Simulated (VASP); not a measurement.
VASP ran on this input.

INCAR:
```
! general
SYSTEM  = Mg3ZnO4
PREC    = Accurate
ENCUT   = 520
LREAL   = .FALSE.
LASPH   = .TRUE.

! electronic loop
EDIFF   = 1E-7
NELM    = 100
ALGO    = Normal
LMAXMIX = 4

! smearing
ISMEAR  = -5

! functional
GGA     = PS

! ions
ISIF    = 2

! output
LWAVE   = .FALSE.
LCHARG  = .TRUE.
LORBIT  = 11
NEDOS   = 601

! other
LEFG    = .TRUE.
```

### POSCAR
```
Mg3ZnO4
2.9908730
  1.0000000909   0.0000000000   0.0000000000
  0.0000000000   1.0000000909   0.0000000000
  0.0000000000   0.0000000000   2.8250301189
Mg Zn O
3 1 4
Direct
  0.5000000000   0.5000000000   0.7506003683
  0.5000000000   0.5000000000   0.2493996317
  1.0000000000   1.0000000000   0.5000000000
  1.0000000000   1.0000000000   0.0000000000
  1.0000000000   1.0000000000   0.2526473910
  1.0000000000   1.0000000000   0.7473526090
  0.5000000000   0.5000000000   0.0000000000
  0.5000000000   0.5000000000   0.5000000000
```

KPOINTS:
```
Automatic
0
gamma
 8 8 3
```

POTCAR, in this order: Mg Zn O (PBE.64 set). Program: vasp_std.

**Question.** Write an equivalent input for Ansatz.

**Answer.** One equivalent input (not run):
Ansatz 0.2 input:
```yaml
crystal:
  lattice:
    - [2.9908733, 0.0000000, 0.0000000]
    - [0.0000000, 2.9908733, 0.0000000]
    - [0.0000000, 0.0000000, 8.4493063]
  atoms:
    - { symbol: Mg, position: [0.5000000, 0.5000000, 0.7506004] }
    - { symbol: Mg, position: [0.5000000, 0.5000000, 0.2493996] }
    - { symbol: Mg, position: [1.0000000, 1.0000000, 0.5000000] }
    - { symbol: Zn, position: [1.0000000, 1.0000000, 0.0000000] }
    - { symbol: O, position: [1.0000000, 1.0000000, 0.2526474] }
    - { symbol: O, position: [1.0000000, 1.0000000, 0.7473526] }
    - { symbol: O, position: [0.5000000, 0.5000000, 0.0000000] }
    - { symbol: O, position: [0.5000000, 0.5000000, 0.5000000] }
kpoints:
  mp_grid: { grid: [8, 8, 3] }
hamiltonian:
  xc: pbesol
  pseudopotentials: { kind: paw }
scf:
  occupations: { method: tetrahedron }
  max_iter: 100
output: { forces: true, stress: true, eigenvalues: true }
```
Limits of the translation: each code has its own PAW files, so the cut-off isn't converted (ENCUT is set for VASP's; basis.ecutwfc is left out, and Ansatz then takes the one that its files recommend); Ansatz stops its SCF on the density residual and VASP on the energy change (EDIFF); the field gradients of LEFG aren't asked of the other code.

The structure comes from a computed database's Mg3ZnO4 entry (P4/mmm); how it stands against other phases isn't given here. It was relaxed first.
